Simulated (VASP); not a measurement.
Here is a VASP 6.6.1 calculation.

The input INCAR:

```
ALGO = Fast
EDIFF = 1E-4
EDIFFG = -0.08
ENCUT = 520
GGA = PE
IBRION = 2
ISIF = 3
ISMEAR = 0
LASPH = True
LCHARG = False
LREAL = False
LWAVE = False
NELM = 60
NSW = 24
PREC = Normal
SIGMA = 0.15
```

Contents of KPOINTS:

```
k-points
0
Gamma
  4 4 4
```

File POSCAR:

```
ScInTeSe
1.0
   -2.8857745700      2.9553641800      3.6781240100
    2.8857745700     -2.9553641800      3.6781240100
    2.8857745700      2.9553641800     -3.6781240100
Sc In Te Se
1 1 1 1
Direct
    0.5000000000      0.0000000000      0.5000000000
    0.5000000000      0.5000000000      0.0000000000
    0.0000000000      0.5000000000      0.5000000000
    0.0000000000      0.0000000000      0.0000000000
```

Potentials or basis: VASP PAW PBE potentials, release 64 (Sc_sv, In_d, Te, Se).

The run is started by

```bash
$ cat potpaw_PBE.64/Sc_sv/POTCAR potpaw_PBE.64/In_d/POTCAR potpaw_PBE.64/Te/POTCAR potpaw_PBE.64/Se/POTCAR > POTCAR
$ mpirun -np 1 vasp_std > vasp.out
```

(1) What does it give for the relaxed cell?

(2) Estimate the space group after relaxing (to 0.05 Å).

## Answers

(1) a = 5.587 Å, b = 5.587 Å, c = 5.587 Å, α = 92.85°, β = 119.24°, γ = 117.50°.

(2) Immm (No. 71).

Caveat: the k mesh is coarse (spacing up to 0.38 Å⁻¹), so the values aren't converged.
